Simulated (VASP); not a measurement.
```xyz
2
Lattice="4.0365 -2.1981 0.0000 4.0365 2.1981 0.0000 2.8395 0.0000 3.6142" Properties=species:S:1:pos:R:3 pbc="T T T"
Sb     2.5481     0.0000     0.8439
Sb     8.3644     0.0000     2.7703
```

Computed with PBE GGA, VASP's PBE PAW potentials (set 64) (plane waves; VASP). Settings: 400 eV cut-off, 9×9×9 Γ-centred mesh, first-order Methfessel-Paxton smearing of 0.10 eV, potentials Sb.

Q: Give the force on each atom (eV/Å).

A: 
| atom | Fx | Fy | Fz |
|---|---|---|---|
| Sb1 | -0.077 | 0.000 | -0.025 |
| Sb2 | 0.077 | 0.000 | 0.025 |

Q: Give the stress tensor in GPa (positive for a compressed cell).

A: 
```
-0.46   0.00   0.04
 0.00  -0.57   0.00
 0.04   0.00  -0.56
```
The pressure is its mean diagonal, -0.53 GPa.

The compound is Sb in the a7 structure. The cell was not relaxed at this level.
